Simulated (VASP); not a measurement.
An input for Ansatz (written as the equivalent of a VASP run, and not itself run):

Ansatz 0.2 input:
```yaml
crystal:
  lattice:
    - [3.9462721, 0.0000000, 0.0000000]
    - [0.0000000, 3.9462721, 0.0000000]
    - [0.0000000, 0.0000000, 3.9462721]
  atoms:
    - { symbol: Ti, position: [0.0000000, 0.0000000, 0.0000000] }
    - { symbol: Pt, position: [0.0000000, 0.5000000, 0.5000000] }
    - { symbol: Pt, position: [0.5000000, 0.0000000, 0.5000000] }
    - { symbol: Pt, position: [0.5000000, 0.5000000, 0.0000000] }
kpoints:
  mp_grid: { grid: [8, 8, 8] }
hamiltonian:
  xc: pbe
  pseudopotentials: { kind: paw }
scf:
  occupations: { method: methfessel_paxton, width: 0.1 }
  max_iter: 100
output: { forces: true, stress: true, eigenvalues: true }
```

### Question
Translate this input to VASP (INCAR, KPOINTS, POSCAR, choice of POTCAR).

### Answer
This is not unique; one that fits is 
**INCAR**
```
! general
SYSTEM   =  Pt3Ti
PREC     =  Accurate
ENCUT    =  520
LREAL    =  .FALSE.   ! projection in real space or not
LASPH    =  .TRUE.

! electronic loop
EDIFF    =  1E-7   ! SCF stop (eV)
NELM     =  100   ! most electronic steps
ALGO     =  Normal   ! blocked Davidson
LMAXMIX  =  6   ! l cut-off of mixed one-centre charges

! smearing
ISMEAR   =  1   ! Methfessel-Paxton
SIGMA    =  0.1   ! width (eV)

! functional
GGA      =  PE

! ions
ISIF     =  2   ! forces and stress, cell fixed

! output
LWAVE    =  .FALSE.
LCHARG   =  .FALSE.
```

### POSCAR
```
Pt3Ti
1.0
  3.9462721377   0.0000000000   0.0000000000
  0.0000000000   3.9462721377   0.0000000000
  0.0000000000   0.0000000000   3.9462721377
Ti Pt
1 3
Direct
  0.0000000000   0.0000000000   0.0000000000
  0.0000000000   0.5000000000   0.5000000000
  0.5000000000   0.0000000000   0.5000000000
  0.5000000000   0.5000000000   0.0000000000
```

### KPOINTS
```
Automatic mesh
0
Gamma
8 8 8
0 0 0
```

POTCAR, in this order: Ti_sv Pt (PBE.64 set). Program: vasp_std.

The two are equivalent in intent, not identical: each code has its own PAW files, so the cut-off isn't converted (ENCUT is set for VASP's; basis.ecutwfc is left out, and Ansatz then takes the one that its files recommend); Ansatz stops its SCF on the density residual and VASP on the energy change (EDIFF).

The compound is Pt3Ti in the L1_2 structure. It was relaxed first.
